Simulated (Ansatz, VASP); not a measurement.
# HfSiO4 (Hafnon) in two plane-wave programs, part 2 of 2

Wanted: the spread between two codes on one cell, functional and k mesh. The cell is taken from a series of runs on this material, whose earlier steps may have relaxed, scaled, displaced or heated it; both programs get it as it stands.

VASP 6.6.1 and Ansatz 0.2.0.

So far: Set-up; Ansatz: dielectric response, PBE.

## 3. VASP: dielectric response, PBE

Level of this step: PBE; plane waves and PAW (Hf_pv, Si, O) (VASP).

The same cell, functional and mesh now go to VASP, with its own data sets.

Lines of VASP's logs that name or quote its potential files are left out, and so is its time.

INCAR

```
SYSTEM = HfSiO4
PREC = Accurate
ENCUT = 520
EDIFF = 1E-08
NELM = 120
ISMEAR = 0
SIGMA = 0.01
LREAL = .FALSE.
ALGO = Normal
GGA = PE
NBANDS = 50
LASPH = .TRUE.
LORBIT = 11
LWAVE = .FALSE.
LCHARG = .FALSE.
ISIF = 2
LEPSILON = .TRUE.
GGA_COMPAT = .FALSE.
EFERMI = MIDGAP
KPAR = 2
```

POSCAR

```
HfSiO4
1.0
   -3.2862500000      3.2862500000      2.9816000000
    3.2862500000     -3.2862500000      2.9816000000
    3.2862500000      3.2862500000     -2.9816000000
Hf Si O
2 2 8
Direct
    0.0000000000      0.0000000000      1.0000000000
    0.7500000000      0.2500000000      0.5000000000
    0.5000000000      0.5000000000      1.0000000000
    0.2500000000      0.7500000000      0.5000000000
    0.6802000000      0.4957000000      0.8155000000
    0.2457000000      0.9302000000      0.3155000000
    0.6802000000      0.8647000000      0.1845000000
    0.6147000000      0.9302000000      0.6845000000
    0.0698000000      0.3853000000      0.3155000000
    0.5043000000      0.3198000000      0.1845000000
    0.0698000000      0.7543000000      0.6845000000
    0.1353000000      0.3198000000      0.8155000000
```

KPOINTS

```
Automatic mesh
0
Gamma
5 5 5
0 0 0
```

Potentials, in the order of the species: Hf_pv, Si and O (PBE family, release 64).

Started as:

```bash
$ mpirun -np 2 vasp_std
```

Numbers of over 12 decimals in the logs are rounded to 6 here.

What it wrote:

```text
[banner, memory and clock lines left out]
running    2 mpi-ranks, on    1 nodes
 distrk:  each k-point on    1 cores,    2 groups
 distr:  one band on    1 cores,    1 groups

 POSCAR found type information on POSCAR HfSiO
 POSCAR found :  3 types and      12 ions
 LDA part: xc-table for (Slater+PW92), standard interpolation
 POSCAR, INCAR and KPOINTS ok, starting setup
 FFT: planning ... GRIDC
 FFT: planning ... GRID_SOFT
 FFT: planning ... GRID
 WAVECAR not read
 entering main loop
       N       E                     dE             d eps       ncg     rms          rms(c)
DAV:   1     0.457726329501E+03    0.45773E+03   -0.42416E+04  1800   0.149E+03
DAV:   2    -0.966628160772E+02   -0.55439E+03   -0.53615E+03  2198   0.368E+02
DAV:   3    -0.125301715699E+03   -0.28639E+02   -0.28502E+02  2176   0.807E+01
DAV:   4    -0.125656895496E+03   -0.35518E+00   -0.35469E+00  2336   0.983E+00
DAV:   5    -0.125661405976E+03   -0.45105E-02   -0.45085E-02  2232   0.104E+00    0.719E+01
DAV:   6    -0.108660963838E+03    0.17000E+02   -0.67410E+01  2040   0.374E+01    0.586E+01
DAV:   7    -0.108618840381E+03    0.42123E-01   -0.32834E+00  2264   0.832E+00    0.408E+01
DAV:   8    -0.108646746783E+03   -0.27906E-01   -0.61182E-01  2238   0.450E+00    0.118E+01
DAV:   9    -0.108597178668E+03    0.49568E-01   -0.22236E-01  2062   0.234E+00    0.263E+00
DAV:  10    -0.108597641248E+03   -0.46258E-03   -0.10144E-02  2288   0.545E-01    0.367E-01
DAV:  11    -0.108597560368E+03    0.80880E-04   -0.90716E-04  2152   0.152E-01    0.242E-01
DAV:  12    -0.108597678562E+03   -0.11819E-03   -0.14858E-04  2176   0.583E-02    0.715E-02
DAV:  13    -0.108597706409E+03   -0.27846E-04   -0.27151E-05  2256   0.272E-02    0.521E-02
DAV:  14    -0.108597706488E+03   -0.79534E-07   -0.12674E-06  2256   0.579E-03    0.680E-03
DAV:  15    -0.108597706657E+03   -0.16887E-06   -0.43858E-07  2160   0.316E-03    0.149E-03
DAV:  16    -0.108597706696E+03   -0.39385E-07   -0.20016E-08  1736   0.747E-04    0.196E-03
DAV:  17    -0.108597706662E+03    0.34748E-07   -0.41867E-09  1384   0.352E-04    0.424E-04
DAV:  18    -0.108597706650E+03    0.11723E-07   -0.68173E-10  1190   0.135E-04    0.234E-04
DAV:  19    -0.108597706651E+03   -0.14461E-08   -0.23854E-10  1096   0.714E-05
   1 F= -.10859771E+03 E0= -.10859771E+03  d E =0.000000E+00
 Linear response reoptimize wavefunctions to high precision
DAV:   1    -0.108597706653E+03   -0.15843E-08   -0.44279E-11  1052   0.267E-05
DAV:   2    -0.108597706653E+03    0.29104E-10   -0.12760E-11  1024   0.101E-05
 Linear response G [H, r] |phi>, progress :
  Direction:   1
       N       E                     dE             d eps       ncg     rms
RMM:   1    -0.324040728724E+03   -0.32404E+03    0.12564E+03  3072   0.178E+02
RMM:   2    -0.294596638960E+03    0.29444E+02   -0.81502E+01  2950   0.346E+01
RMM:   3    -0.295008728663E+03   -0.41209E+00   -0.35181E+00  3336   0.521E+00
RMM:   4    -0.295038908979E+03   -0.30180E-01   -0.20932E-01  3518   0.112E+00
RMM:   5    -0.295039843596E+03   -0.93462E-03   -0.20101E-02  3442   0.281E-01
RMM:   6    -0.295040013619E+03   -0.17002E-03   -0.20537E-03  3529   0.814E-02
RMM:   7    -0.295040029845E+03   -0.16226E-04   -0.46286E-04  3512   0.334E-02
RMM:   8    -0.295040042885E+03   -0.13041E-04   -0.54611E-04  3508   0.230E-02
RMM:   9    -0.295040037249E+03    0.56360E-05   -0.11334E-03  3476   0.210E-02
RMM:  10    -0.295040035248E+03    0.20017E-05   -0.83861E-04  3491   0.207E-02
RMM:  11    -0.295040030566E+03    0.46821E-05   -0.62689E-04  3539   0.207E-02
RMM:  12    -0.295040028092E+03    0.24740E-05    0.37447E-04  3618   0.207E-02
 Linear response G [H, r] |phi>, progress :
  Direction:   2
       N       E                     dE             d eps       ncg     rms
RMM:   1    -0.322306511480E+03   -0.32231E+03    0.12833E+03  3085   0.178E+02
RMM:   2    -0.292659656358E+03    0.29647E+02   -0.80765E+01  2957   0.345E+01
RMM:   3    -0.293074364314E+03   -0.41471E+00   -0.34567E+00  3326   0.519E+00
RMM:   4    -0.293105365070E+03   -0.31001E-01   -0.21711E-01  3524   0.113E+00
RMM:   5    -0.293105759030E+03   -0.39396E-03   -0.19517E-02  3432   0.283E-01
RMM:   6    -0.293105943330E+03   -0.18430E-03   -0.26015E-03  3561   0.859E-02
RMM:   7    -0.293105947899E+03   -0.45689E-05   -0.55530E-04  3537   0.351E-02
RMM:   8    -0.293105953160E+03   -0.52614E-05   -0.61034E-04  3569   0.249E-02
RMM:   9    -0.293105950166E+03    0.29949E-05   -0.10809E-03  3559   0.229E-02
RMM:  10    -0.293105958858E+03   -0.86928E-05   -0.10140E-03  3565   0.226E-02
RMM:  11    -0.293105936860E+03    0.21998E-04   -0.37804E-04  3607   0.225E-02
RMM:  12    -0.293105936580E+03    0.28046E-06   -0.13530E-03  3672   0.225E-02
 Linear response G [H, r] |phi>, progress :
  Direction:   3
       N       E                     dE             d eps       ncg     rms
RMM:   1    -0.314367076819E+03   -0.31437E+03    0.12707E+03  3187   0.176E+02
RMM:   2    -0.293442315194E+03    0.20925E+02   -0.75237E+01  3025   0.326E+01
RMM:   3    -0.293805580664E+03   -0.36327E+00   -0.39002E+00  3284   0.486E+00
RMM:   4    -0.293810694924E+03   -0.51143E-02   -0.18803E-01  3486   0.107E+00
RMM:   5    -0.293810282210E+03    0.41271E-03    0.11236E-02  3357   0.242E-01
RMM:   6    -0.293811455258E+03   -0.11730E-02    0.15602E-02  3527   0.740E-02
[...]
RMM:   7    -0.102978842935E+01   -0.16255E-07   -0.12108E-06  3007   0.140E-03
RMM:   8    -0.102978843253E+01   -0.31858E-08   -0.12033E-06  2884   0.131E-03
RMM:   9    -0.102978843298E+01   -0.44534E-09   -0.12583E-06  2826   0.129E-03
RMM:  10    -0.102978843553E+01   -0.25518E-08   -0.17959E-06  2809   0.129E-03
 change of polarisation eV/A/(eV/A) component  2 :     0.090     2.060    -0.105
 dielectric tensor                  component  2 :     0.127     3.894    -0.148
 Linear response to external field (no local field effect), progress :
  Direction:   3
       N       E                     dE             d eps       ncg     rms          rms(c)
RMM:   1    -0.111930011662E+01   -0.11193E+01   -0.40562E+00  3682   0.406E+00
RMM:   2    -0.113127935369E+01   -0.11979E-01   -0.39035E-02  3021   0.740E-01
RMM:   3    -0.113193354774E+01   -0.65419E-03   -0.10599E-03  3063   0.851E-02
RMM:   4    -0.113196488300E+01   -0.31335E-04   -0.52032E-05  3230   0.177E-02
RMM:   5    -0.113196685747E+01   -0.19745E-05   -0.47460E-06  3183   0.413E-03
RMM:   6    -0.113196705140E+01   -0.19393E-06   -0.10757E-06  3097   0.163E-03
RMM:   7    -0.113196706716E+01   -0.15752E-07   -0.80218E-07  2930   0.110E-03
RMM:   8    -0.113196707007E+01   -0.29136E-08   -0.78948E-07  2790   0.992E-04
RMM:   9    -0.113196707022E+01   -0.14602E-09   -0.80154E-07  2703   0.971E-04
RMM:  10    -0.113196706992E+01    0.30062E-09   -0.87496E-07  2690   0.968E-04
RMM:  11    -0.113196707433E+01   -0.44138E-08   -0.11314E-08  2696   0.970E-04
 change of polarisation eV/A/(eV/A) component  3 :    -0.077    -0.105     2.264
 dielectric tensor                  component  3 :    -0.108    -0.148     4.181
 Linear response to external field, progress :
  Direction:   1
       N       E                     dE             d eps       ncg     rms          rms(c)
RMM:   1    -0.102523308711E+01   -0.10252E+01   -0.35931E+00  5663   0.391E+00
RMM:   2    -0.103693933078E+01   -0.11706E-01   -0.34555E-02  4534   0.702E-01    0.234E+00
RMM:   3    -0.102364916093E+01    0.13290E-01   -0.26595E-02  4497   0.708E-01    0.121E+00
RMM:   4    -0.106187222830E+01   -0.38223E-01   -0.20144E-02  4760   0.653E-01    0.284E-01
RMM:   5    -0.107480660239E+01   -0.12934E-01   -0.72402E-04  4644   0.124E-01    0.151E-01
RMM:   6    -0.108331434172E+01   -0.85077E-02   -0.18138E-04  4568   0.725E-02    0.256E-02
RMM:   7    -0.108394890941E+01   -0.63457E-03   -0.13534E-05  4719   0.156E-02    0.138E-02
RMM:   8    -0.108437308767E+01   -0.42418E-03   -0.34367E-06  4874   0.878E-03    0.217E-03
RMM:   9    -0.108446648040E+01   -0.93393E-04   -0.10212E-06  4878   0.253E-03    0.491E-04
RMM:  10    -0.108448281508E+01   -0.16335E-04   -0.95957E-07  4967   0.136E-03    0.243E-04
RMM:  11    -0.108448686185E+01   -0.40468E-05   -0.95156E-07  4879   0.122E-03    0.645E-05
RMM:  12    -0.108448637910E+01    0.48275E-06   -0.84102E-07  4675   0.117E-03    0.226E-05
RMM:  13    -0.108448638308E+01   -0.39772E-08   -0.94428E-07  4596   0.116E-03    0.104E-05
RMM:  14    -0.108448640706E+01   -0.23979E-07   -0.66278E-07  4750   0.116E-03    0.359E-06
 change of polarisation eV/A/(eV/A) component  1 :     2.013     0.038    -0.016
 dielectric tensor                  component  1 :     3.829     0.053    -0.022
 Linear response to external field, progress :
  Direction:   2
       N       E                     dE             d eps       ncg     rms          rms(c)
RMM:   1    -0.102523309065E+01   -0.10252E+01   -0.35931E+00  5663   0.391E+00
RMM:   2    -0.103693907240E+01   -0.11706E-01   -0.34568E-02  4522   0.703E-01    0.234E+00
RMM:   3    -0.102364905688E+01    0.13290E-01   -0.26585E-02  4494   0.708E-01    0.121E+00
RMM:   4    -0.106187248398E+01   -0.38223E-01   -0.20138E-02  4759   0.653E-01    0.284E-01
RMM:   5    -0.107480745672E+01   -0.12935E-01   -0.72343E-04  4646   0.124E-01    0.151E-01
RMM:   6    -0.108331437082E+01   -0.85069E-02   -0.18127E-04  4570   0.725E-02    0.256E-02
RMM:   7    -0.108394901826E+01   -0.63465E-03   -0.13525E-05  4721   0.156E-02    0.138E-02
RMM:   8    -0.108437312078E+01   -0.42410E-03   -0.34412E-06  4873   0.878E-03    0.217E-03
RMM:   9    -0.108446646968E+01   -0.93349E-04   -0.10255E-06  4881   0.253E-03    0.489E-04
RMM:  10    -0.108448278079E+01   -0.16311E-04   -0.98379E-07  4968   0.136E-03    0.242E-04
RMM:  11    -0.108448678425E+01   -0.40035E-05   -0.11128E-06  4877   0.122E-03    0.649E-05
RMM:  12    -0.108448634023E+01    0.44402E-06   -0.15520E-06  4677   0.118E-03    0.219E-05
RMM:  13    -0.108448633366E+01    0.65776E-08   -0.90979E-07  4618   0.117E-03    0.106E-05
RMM:  14    -0.108448635559E+01   -0.21935E-07   -0.12988E-06  4771   0.117E-03    0.343E-06
 change of polarisation eV/A/(eV/A) component  2 :     0.038     2.013    -0.092
 dielectric tensor                  component  2 :     0.053     3.829    -0.129
 Linear response to external field, progress :
  Direction:   3
       N       E                     dE             d eps       ncg     rms          rms(c)
RMM:   1    -0.111930011662E+01   -0.11193E+01   -0.40562E+00  3682   0.406E+00
RMM:   2    -0.113127952083E+01   -0.11979E-01   -0.39036E-02  3020   0.740E-01    0.236E+00
RMM:   3    -0.110822633594E+01    0.23053E-01   -0.41934E-02  3021   0.821E-01    0.128E+00
RMM:   4    -0.114133508601E+01   -0.33109E-01   -0.17824E-02  3204   0.652E-01    0.374E-01
RMM:   5    -0.116262402082E+01   -0.21289E-01   -0.15657E-03  3200   0.182E-01    0.192E-01
RMM:   6    -0.117271776993E+01   -0.10094E-01   -0.39619E-04  3075   0.865E-02    0.299E-02
RMM:   7    -0.117412205705E+01   -0.14043E-02   -0.58529E-05  3128   0.215E-02    0.190E-02
RMM:   8    -0.117442250257E+01   -0.30045E-03   -0.13095E-05  3264   0.825E-03    0.647E-03
RMM:   9    -0.117452521436E+01   -0.10271E-03   -0.23680E-06  3268   0.310E-03    0.125E-03
RMM:  10    -0.117452192123E+01    0.32931E-05   -0.35060E-06  3234   0.174E-03    0.831E-04
RMM:  11    -0.117451304668E+01    0.88745E-05   -0.29017E-06  3295   0.127E-03    0.218E-04
RMM:  12    -0.117451369663E+01   -0.64994E-06   -0.34772E-06  3105   0.105E-03    0.729E-05
RMM:  13    -0.117451349982E+01    0.19680E-06   -0.45968E-06  2929   0.100E-03    0.411E-05
RMM:  14    -0.117451335063E+01    0.14919E-06   -0.34623E-06  2970   0.997E-04    0.747E-06
 change of polarisation eV/A/(eV/A) component  3 :    -0.076    -0.105     2.174
 dielectric tensor                  component  3 :    -0.107    -0.147     4.054
 Born effective charges drift removed
```

Parts of OUTCAR (step 3):

```text
ion  position               nearest neighbor table
   1  0.000  0.000  0.000-   6 2.11   8 2.11   9 2.11  11 2.11   7 2.26  10 2.26  12 2.26   5 2.26
                             3 2.98   3 2.98   2 3.61   2 3.61   2 3.61   2 3.61
   2  0.750  0.250  0.500-   5 2.11   7 2.11  10 2.11  12 2.11   9 2.26  11 2.26   8 2.26   6 2.26
                             4 2.98   4 2.98   1 3.61   1 3.61   1 3.61   1 3.61
   3  0.500  0.500  0.000-   5 1.62   7 1.62  10 1.62  12 1.62   1 2.98   1 2.98
   4  0.250  0.750  0.500-   6 1.62   8 1.62   9 1.62  11 1.62   2 2.98   2 2.98
   5  0.680  0.496  0.816-   3 1.62   2 2.11   1 2.26
   6  0.246  0.930  0.316-   4 1.62   1 2.11   2 2.26
   7  0.680  0.865  0.184-   3 1.62   2 2.11   1 2.26
   8  0.615  0.930  0.684-   4 1.62   1 2.11   2 2.26
   9  0.070  0.385  0.316-   4 1.62   1 2.11   2 2.26
  10  0.504  0.320  0.184-   3 1.62   2 2.11   1 2.26
  11  0.070  0.754  0.684-   4 1.62   1 2.11   2 2.26
  12  0.135  0.320  0.816-   3 1.62   2 2.11   1 2.26

  LATTYP: Found a body centered tetragonal cell.
 ALAT       =     6.5725000000
 C/A-ratio  =     0.9072955496

 Subroutine GETGRP returns: Found 16 space group operations
 (whereof  8 operations were pure point group operations)

The static configuration has the point symmetry D_2d.
 The point group associated with its full space group is D_4h.

 Found     18 irreducible k-points:

   k-points           NKPTS =     18   k-points in BZ     NKDIM =     18   number of bands    NBANDS=     50

   dimension x,y,z NGX =    42 NGY =   42 NGZ =   42
   dimension x,y,z NGXF=    84 NGYF=   84 NGZF=   84

   ENCUT  =  520.0 eV  38.22 Ry    6.18 a.u.  10.27 10.27 10.27*2*pi/ulx,y,z

   NELECT =      76.0000    total number of electrons

 k-points in reciprocal lattice and weights: Automatic mesh
   0.00000000  0.00000000  0.00000000       0.008
   0.20000000 -0.00000000  0.00000000       0.064
   0.40000000 -0.00000000  0.00000000       0.064
   0.20000000  0.20000000  0.00000000       0.064
   0.40000000  0.20000000  0.00000000       0.128
  -0.40000000  0.20000000 -0.00000000       0.128
  -0.20000000  0.20000000  0.00000000       0.032
   0.40000000  0.40000000  0.00000000       0.064
  -0.40000000  0.40000000  0.00000000       0.032
[...]
-0.40000000  0.40000000  0.40000000       0.032
  -0.40000000 -0.40000000  0.40000000       0.016

 average (electrostatic) potential at core
       1 -37.7176       2 -37.7176       3 -84.2777       4 -84.2777       5 -70.2864
       6 -70.2864       7 -70.2864       8 -70.2864       9 -70.2864      10 -70.2864
      11 -70.2864      12 -70.2864

  Total        4.3560617      4.3560617      5.2852250      0.0000000     -0.0000000      0.0000000
  in kB       54.1868666     54.1868666     65.7451159      0.0000000     -0.0000000      0.0000000
  external PRESSURE =      58.0396164 kB  Pullay stress =       0.0000000 kB

  energy-cutoff  :      520.00
  volume of cell :      128.80
      direct lattice vectors                 reciprocal lattice vectors
    -3.286250000  3.286250000  2.981600000     0.000000000  0.152149106  0.167695197
     3.286250000 -3.286250000  2.981600000     0.152149106  0.000000000  0.167695197
     3.286250000  3.286250000 -2.981600000     0.152149106  0.152149106  0.000000000

 POSITION                                       TOTAL-FORCE (eV/Angst)
 -----------------------------------------------------------------------------------
      0.00000      0.00000      0.00000        -0.000000     -0.000000     -0.000000
     -0.00000      3.28625      1.49080        -0.000000     -0.000000     -0.000000
      0.00000      0.00000      2.98160        -0.000000     -0.000000     -0.000000
      3.28625     -0.00000      1.49080        -0.000000     -0.000000     -0.000000
      2.07362      3.28625      1.07457        -0.409846     -0.000000      0.335885
      3.28625     -1.21263      2.56537        -0.000000     -0.409846      0.335885
      1.21263     -0.00000      4.05617         0.409846     -0.000000      0.335885
      3.28625      1.21263      2.56537        -0.000000      0.409846      0.335885
      2.07362      0.00000      0.41623        -0.409846     -0.000000     -0.335885
      0.00000      1.21263      1.90703         0.000000      0.409846     -0.335885
      4.49888      0.00000      0.41623         0.409846     -0.000000     -0.335885
      3.28625      2.07362     -1.07457         0.000000     -0.409846     -0.335885
 -----------------------------------------------------------------------------------
    total drift:                               -0.000000     -0.000000      0.000000

 MACROSCOPIC STATIC DIELECTRIC TENSOR (including local field effects in DFT)
 ------------------------------------------------------
           3.828738     0.000000     0.000000
           0.000000     3.828738     0.000000
           0.000000     0.000000     4.054120
 ------------------------------------------------------

 PIEZOELECTRIC TENSOR (including local field effects)  for field in x, y, z        (C/m^2)
          XX          YY          ZZ          XY          YZ          ZX
  --------------------------------------------------------------------------------
  x    -0.00000     0.00000     0.00000     0.00000     0.00000     0.00000
  y     0.00000     0.00000     0.00000     0.00000     0.00000     0.00000
  z     0.00000     0.00000     0.00000     0.00000     0.00000     0.00000

 BORN EFFECTIVE CHARGES (including local field effects) (in |e|, cummulative output)
 ---------------------------------------------------------------------------------
 ion    1
    1     5.26936     0.00000     0.00000
    2     0.00000     5.26936     0.00000
    3     0.00000     0.00000     4.62986
 ion    2
    1     5.26936     0.00000     0.00000
    2     0.00000     5.26936     0.00000
    3     0.00000     0.00000     4.62986
 ion    3
    1     3.15734     0.00000    -0.00000
    2     0.00000     3.15734     0.00000
    3     0.00000     0.00000     4.26213
 ion    4
    1     3.15734     0.00000    -0.00000
    2     0.00000     3.15734     0.00000
    3     0.00000     0.00000     4.26213
 ion    5
    1    -3.05822     0.00000     0.33256
    2     0.00000    -1.15513     0.00000
    3     0.17510     0.00000    -2.22300
 ion    6
    1    -1.15513     0.00000     0.00000
    2    -0.00000    -3.05822     0.33256
    3     0.00000     0.17510    -2.22300
 ion    7
    1    -3.05822     0.00000    -0.33256
    2     0.00000    -1.15513     0.00000
    3    -0.17510     0.00000    -2.22300
 ion    8
    1    -1.15513     0.00000     0.00000
    2     0.00000    -3.05822    -0.33256
    3     0.00000    -0.17510    -2.22300
 ion    9
    1    -3.05822     0.00000    -0.33256
    2     0.00000    -1.15513     0.00000
    3    -0.17510     0.00000    -2.22300
 ion   10
    1    -1.15513     0.00000     0.00000
    2    -0.00000    -3.05822     0.33256
    3     0.00000     0.17510    -2.22300
 ion   11
    1    -3.05822     0.00000     0.33256
    2     0.00000    -1.15513     0.00000
    3     0.17510     0.00000    -2.22300
 ion   12
    1    -1.15513     0.00000     0.00000
    2     0.00000    -3.05822    -0.33256
    3     0.00000    -0.17510    -2.22300
```

The gap is read on the k-mesh alone, so it is an upper bound where the band edges lie off the mesh. Energies printed during the response cycles are not total energies of the cell. Harder data sets than Hf_pv exist (the GW ones), and pressures, volumes and forces can shift noticeably with them.

## 4. Comparison

Known differences besides the potentials themselves: fixed occupations in Ansatz, narrow Gaussian smearing in VASP; the data sets hold 108 valence electrons in Ansatz (on its default PAW (the set named soft_2) files) and 76 in VASP; the cutoff is 420 eV in Ansatz and 520 eV in VASP. Total energies have different zeros and are not compared.

Both answers:

```csv
quantity,Ansatz,VASP,difference
ε∞ xx,3.86,3.83,+0.74 %
ε∞ yy,3.86,3.83,+0.74 %
ε∞ zz,4.08,4.05,+0.64 %
```

## 5. Results

```
difference in ε∞ xx (dielectric response, PBE) : 0.74 %
```

The difference in ε∞ xx is 0.74 % (dielectric response, PBE), within the 5 % picked in this series as the mark of a large difference. The data sets hold unlike numbers of valence electrons (108 in Ansatz and 76 in VASP), so part of the differences comes from the potentials. How closely two codes agree says nothing of how well the functional describes the real material.

[Lines on the potential files, build, host, timing and source positions are cut from VASP's logs without a mark.]

[Logs are printed without paths, hosts, clocks, repeated set-up lines and the standing remarks that a program may print on its own settings, such as how far it seeks lower states.]

[Hosts, paths, dates, database ids (printed as entryN), source tags and the programs' standing remarks are cut or masked in the printed files.]
